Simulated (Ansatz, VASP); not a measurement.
# SnCl (Cl-SnSn-Cl chair, 3 layers, AB) in two plane-wave programs, part 2 of 2

One calculation is typed for both programs; each brings its own data sets. How far apart do they land? The structure shown is the start of the Ansatz relaxation below; VASP solves that cell, so the two are compared at the walk's first step.

VASP 6.6.1 and Ansatz 0.2.0.

So far: The structure; Ansatz: relaxation, PBE with D3(BJ).

## Step 3: VASP: single point, PBE with D3(BJ), start cell

Level of this step: PBE with D3(BJ); plane waves and PAW (Cl, Sn_d) (VASP).

The same cell, functional, mesh and smearing now go to VASP, with its own data sets.

Lines of VASP's logs that name or quote its potential files are left out, and so is its time.

Input file INCAR:

```
SYSTEM = SnCl
PREC = Accurate
ENCUT = 400
EDIFF = 1E-06
NELM = 120
ISMEAR = -1
SIGMA = 0.05
LREAL = .FALSE.
ALGO = Normal
GGA = PE
IVDW = 12
NBANDS = 78
LORBIT = 11
LWAVE = .FALSE.
LCHARG = .FALSE.
ISIF = 2
LDIPOL = .TRUE.
IDIPOL = 3
DIPOL = 0.5 0.5 0.5
LVHAR = .TRUE.
LASPH = .TRUE.
GGA_COMPAT = .FALSE.
NELMDL = -8
KPAR = 2
```

Input file POSCAR:

```
SnCl
1.0
    4.5870000000      0.0000000000      0.0000000000
   -2.2935000000      3.9724590000      0.0000000000
    0.0000000000      0.0000000000     77.8400000000
Cl Sn
6 6
Direct
    0.6666666667      0.3333333333      0.3494347379
    0.3333333333      0.6666666667      0.4232613952
    0.0000000000      0.0000000000      0.4630866778
    0.6666666667      0.3333333333      0.5369133222
    0.6666666667      0.3333333333      0.5767386048
    0.3333333333      0.6666666667      0.6505652621
    0.6666666667      0.3333333333      0.3803956835
    0.3333333333      0.6666666667      0.3923004496
    0.0000000000      0.0000000000      0.4940476233
    0.6666666667      0.3333333333      0.5059523767
    0.6666666667      0.3333333333      0.6076995504
    0.3333333333      0.6666666667      0.6196043165
```

Input file KPOINTS:

```
Automatic mesh
0
Gamma
7 7 1
0 0 0
```

PAW data sets: Cl and Sn_d (PBE family, release 64).

Command:

```sh
> mpirun -np 2 vasp_std
```

Numbers of over 12 decimals in the logs are rounded to 6 here.

Log:

```text
[banner, memory and clock lines left out]
running    2 mpi-ranks, on    1 nodes
 distrk:  each k-point on    1 cores,    2 groups
 distr:  one band on    1 cores,    1 groups

 POSCAR found type information on POSCAR ClSn
 POSCAR found :  2 types and      12 ions
 LDA part: xc-table for (Slater+PW92), standard interpolation
|                                                                             |
|           W    W    AA    RRRRR   N    N  II  N    N   GGGG   !!!           |
|           W    W   A  A   R    R  NN   N  II  NN   N  G    G  !!!           |
|           W    W  A    A  R    R  N N  N  II  N N  N  G       !!!           |
|           W WW W  AAAAAA  RRRRR   N  N N  II  N  N N  G  GGG   !            |
|           WW  WW  A    A  R   R   N   NN  II  N   NN  G    G                |
|           W    W  A    A  R    R  N    N  II  N    N   GGGG   !!!           |
|                                                                             |
|     One of the lattice vectors is very long (>50 A), but AMIN is rather     |
|     large. This can spoil convergence since charge sloshing might occur     |
|     along the long lattice vector. If problems with convergence are         |
|     observed, try to decrease AMIN to a smaller value (e.g. 0.01).          |
|     Note: This warning only applies if the self-consistency cycle is        |
|     used.                                                                   |
|                                                                             |

 POSCAR, INCAR and KPOINTS ok, starting setup
 FFT: planning ... GRIDC
 FFT: planning ... GRID_SOFT
 FFT: planning ... GRID
 WAVECAR not read
 entering main loop
       N       E                     dE             d eps       ncg     rms          rms(c)
DAV:   1     0.104594756219E+04    0.10459E+04   -0.48048E+04  1520   0.109E+03
DAV:   2     0.131823442154E+03   -0.91412E+03   -0.89027E+03  1554   0.281E+02
DAV:   3    -0.343792209928E+02   -0.16620E+03   -0.16410E+03  1560   0.132E+02
DAV:   4    -0.418822086919E+02   -0.75030E+01   -0.74496E+01  1394   0.339E+01
DAV:   5    -0.421330291167E+02   -0.25082E+00   -0.25072E+00  1650   0.668E+00
DAV:   6    -0.421404018812E+02   -0.73728E-02   -0.73723E-02  1722   0.114E+00
DAV:   7    -0.421406632095E+02   -0.26133E-03   -0.26132E-03  1824   0.199E-01
DAV:   8    -0.421406813876E+02   -0.18178E-04   -0.18178E-04  1788   0.397E-02    0.111E+01
DAV:   9    -0.404971068273E+02    0.16436E+01   -0.22488E+00  1730   0.800E+00    0.797E+00
DAV:  10    -0.403801325429E+02    0.11697E+00   -0.16382E+00  1802   0.549E+00    0.239E+00
DAV:  11    -0.403976548146E+02   -0.17522E-01   -0.70547E-01  1692   0.542E+00    0.884E-01
DAV:  12    -0.403542348941E+02    0.43420E-01   -0.26409E-01  1620   0.342E+00    0.462E-01
DAV:  13    -0.403537377716E+02    0.49712E-03   -0.68705E-02  1420   0.130E+00    0.402E-01
DAV:  14    -0.403531827287E+02    0.55504E-03   -0.27374E-02  1524   0.843E-01    0.185E-01
[...]
DAV:  38    -0.403563721367E+02    0.16836E-04   -0.36947E-06  1130   0.117E-02    0.108E-01
DAV:  39    -0.403563659361E+02    0.62005E-05   -0.22966E-06  1136   0.654E-03    0.964E-02
DAV:  40    -0.403563552114E+02    0.10725E-04   -0.60551E-06  1194   0.117E-02    0.767E-02
DAV:  41    -0.403563497236E+02    0.54878E-05   -0.10559E-05  1226   0.140E-02    0.512E-02
DAV:  42    -0.403563466745E+02    0.30490E-05   -0.37354E-06  1130   0.870E-03    0.367E-02
DAV:  43    -0.403563442592E+02    0.24154E-05   -0.55876E-07   704   0.370E-03    0.324E-02
DAV:  44    -0.403563452643E+02   -0.10052E-05   -0.55981E-07   762   0.394E-03    0.279E-02
DAV:  45    -0.403563454494E+02   -0.18507E-06   -0.23916E-06  1092   0.986E-03
   1 F= -.42295237E+02 E0= -.42291734E+02  d E =-.700478E-02
```

From OUTCAR (step 3):

```text
ion  position               nearest neighbor table
   1  0.667  0.333  0.349-   7 2.41
   2  0.333  0.667  0.423-   8 2.41
   3  0.000  0.000  0.463-   9 2.41
   4  0.667  0.333  0.537-  10 2.41
   5  0.667  0.333  0.577-  11 2.41
   6  0.333  0.667  0.651-  12 2.41
   7  0.667  0.333  0.380-   1 2.41   8 2.81   8 2.81   8 2.81
   8  0.333  0.667  0.392-   2 2.41   7 2.81   7 2.81   7 2.81
   9  0.000  0.000  0.494-   3 2.41  10 2.81  10 2.81  10 2.81
  10  0.667  0.333  0.506-   4 2.41   9 2.81   9 2.81   9 2.81
  11  0.667  0.333  0.608-   5 2.41  12 2.81  12 2.81  12 2.81
  12  0.333  0.667  0.620-   6 2.41  11 2.81  11 2.81  11 2.81

  LATTYP: Found a hexagonal cell.
 ALAT       =     4.5870000000
 C/A-ratio  =    16.9696969697

 Subroutine GETGRP returns: Found  6 space group operations
 (whereof  6 operations were pure point group operations)

The static configuration has the point symmetry C_3v.

 Found      8 irreducible k-points:

   k-points           NKPTS =      8   k-points in BZ     NKDIM =      8   number of bands    NBANDS=     78

   dimension x,y,z NGX =    30 NGY =   30 NGZ =  512
   dimension x,y,z NGXF=    60 NGYF=   60 NGZF= 1024

   ENCUT  =  400.0 eV  29.40 Ry    5.42 a.u.   7.48  7.48126.94*2*pi/ulx,y,z

   NELECT =     126.0000    total number of electrons

 k-points in reciprocal lattice and weights: Automatic mesh
   0.00000000  0.00000000  0.00000000       0.020
   0.14285714  0.00000000  0.00000000       0.122
   0.28571429  0.00000000  0.00000000       0.122
   0.42857143  0.00000000  0.00000000       0.122
   0.14285714  0.14285714  0.00000000       0.122
   0.28571429  0.14285714  0.00000000       0.245
   0.42857143  0.14285714  0.00000000       0.122
   0.28571429  0.28571429  0.00000000       0.122

 dipolmoment           0.000000      0.000000      0.002758 electrons x Angstroem

 average (electrostatic) potential at core
       1 -98.9733       2 -98.9792       3 -98.9586       4 -98.9902       5 -98.9923
       6 -98.9523       7-110.8402       8-110.8388       9-110.8160      10-110.8145
      11-110.8174      12-110.8180

 E-fermi :  -3.6044

 k-point     1 :       0.0000    0.0000    0.0000
  band No.  band energies     occupation
    ...
     60      -3.7088      1.77922
     61      -3.7088      1.77921
     62      -3.6802      1.63977
     63      -3.6802      1.63977
     64      -3.6308      1.25776
     65      -3.5116      0.27032
     66      -3.3736      0.01957
     67      -2.6114      0.00000
     68      -2.5004      0.00000
     69      -2.3134      0.00000
    ...

 k-point     2 :       0.1429    0.0000    0.0000
  band No.  band energies     occupation
    ...
     59      -5.1203      2.00000
     60      -5.0326      2.00000
     61      -4.0140      1.99945
     62      -4.0020      1.99930
     63      -3.9706      1.99868
     64      -2.8369      0.00000
     65      -2.6670      0.00000
     66      -2.4377      0.00000
     67      -1.9240      0.00000
     68      -1.9041      0.00000
    ...

 k-point     3 :       0.2857    0.0000    0.0000
  band No.  band energies     occupation
    ...
     59      -5.8417      2.00000
     60      -5.7369      2.00000
     61      -4.4706      2.00000
     62      -4.4503      2.00000
     63      -4.4129      2.00000
     64      -2.5654      0.00000
     65      -2.4445      0.00000
     66      -2.2954      0.00000
     67      -1.8363      0.00000
     68      -1.8104      0.00000
    ...

 Edisp (eV)   -1.93889

  Total       5.41103     5.41104   -10.59882    -0.00000     0.00000    -0.00000
  in kB       6.11223     6.11223   -11.97229    -0.00000     0.00000    -0.00000
  external pressure =        0.08 kB  Pullay stress =        0.00 kB

  energy-cutoff  :      400.00
  volume of cell :     1418.37
      direct lattice vectors                 reciprocal lattice vectors
     4.587000000  0.000000000  0.000000000     0.218007412  0.125866623  0.000000000
    -2.293500000  3.972459000  0.000000000     0.000000000  0.251733246  0.000000000
     0.000000000  0.000000000 77.840000000     0.000000000  0.000000000  0.012846865

 POSITION                                       TOTAL-FORCE (eV/Angst)
 -----------------------------------------------------------------------------------
      2.29350      1.32415     27.20000        -0.000000      0.000000      0.677392
     -0.00000      2.64831     32.94667        -0.000000      0.000000     -0.634917
      0.00000      0.00000     36.04667        -0.000000     -0.000000      0.624147
      2.29350      1.32415     41.79333        -0.000000     -0.000000     -0.788977
      2.29350      1.32415     44.89333        -0.000000      0.000000      0.788870
     -0.00000      2.64831     50.64000        -0.000000      0.000000     -0.673045
      2.29350      1.32415     29.61000         0.000000      0.000000     -0.311295
     -0.00000      2.64831     30.53667        -0.000000     -0.000000      0.327378
      0.00000      0.00000     38.45667         0.000000      0.000000     -0.324611
      2.29350      1.32415     39.38333         0.000000      0.000000      0.286776
      2.29350      1.32415     47.30333        -0.000000      0.000000     -0.293234
     -0.00000      2.64831     48.23000        -0.000000      0.000000      0.321516
 -----------------------------------------------------------------------------------
    total drift:                               -0.000000      0.000000      0.000042

  FREE ENERGIE OF THE ION-ELECTRON SYSTEM (eV)
  ---------------------------------------------------
  free  energy   TOTEN  =       -42.2952368607 eV

  energy  without entropy=      -42.2882320793  energy(sigma->0) =      -42.29173447

 vacuum level on the upper side and lower side of the slab         2.495         2.469

 total charge
# of ion       s       p       d       tot
------------------------------------------
    1        1.608   3.461   0.000   5.069
    2        1.609   3.459   0.000   5.068
    3        1.609   3.460   0.000   5.069
    4        1.610   3.460   0.000   5.070
    5        1.610   3.460   0.000   5.070
    6        1.608   3.461   0.000   5.069
    7        1.158   1.147  10.005  12.309
    8        1.158   1.147  10.004  12.309
    9        1.159   1.146  10.004  12.310
   10        1.160   1.147  10.004  12.311
   11        1.160   1.147  10.004  12.311
   12        1.159   1.146  10.004  12.309
--------------------------------------------------
tot         16.608  27.640  60.026 104.274

[... 3 further parts left out ...]
```

## Step 4: Side by side

Known differences besides the potentials themselves: Ansatz cuts the interaction across the vacuum, VASP repeats the sheet with a dipole correction; the cutoff is 420 eV in Ansatz and 400 eV in VASP. Total energies have different zeros and are not compared.

Forces on 7 of the 12 atoms, those with the largest forces and the largest differences (eV/Å; atoms numbered as in POSCAR):

```
atom        Ansatz x, y, z          VASP x, y, z
 Cl1   0.000, 0.000, 0.666   0.000, 0.000, 0.677
 Cl2  0.000, 0.000, -0.624  0.000, 0.000, -0.635
 Cl3   0.000, 0.000, 0.612   0.000, 0.000, 0.624
 Cl4  0.000, 0.000, -0.778  0.000, 0.000, -0.789
 Cl5   0.000, 0.000, 0.777   0.000, 0.000, 0.789
 Cl6  0.000, 0.000, -0.662  0.000, 0.000, -0.673
 Sn8   0.000, 0.000, 0.323   0.000, 0.000, 0.327
```

The forces differ by 4.9 meV/Å r.m.s., which is 1.6 % of the r.m.s. force of 0.313 eV/Å (both taken over all components). VASP's last cycles still show a density residual of 3e-03, so its state may not be settled. With vacuum in the cell, a pressure given here is an average over mostly empty space and none of the material.

## Step 5: Outcome

- r.m.s. force difference (single point, PBE with D3(BJ), start cell): 1.6 % of the r.m.s. force

In words: The r.m.s. force difference is 1.6 % of the r.m.s. force (single point, PBE with D3(BJ), start cell), within the 3 % picked in this series as the mark of a large difference. How closely two codes agree says nothing of how well the functional describes the real material.

[Lines on the potential files, build, host, timing and source positions are cut from VASP's logs without a mark.]

[Logs are printed without paths, hosts, clocks, repeated set-up lines and the standing remarks that a program may print on its own settings, such as how far it seeks lower states.]

[Hosts, paths, dates, database ids (printed as entryN), source tags and the programs' standing remarks are cut or masked in the printed files.]
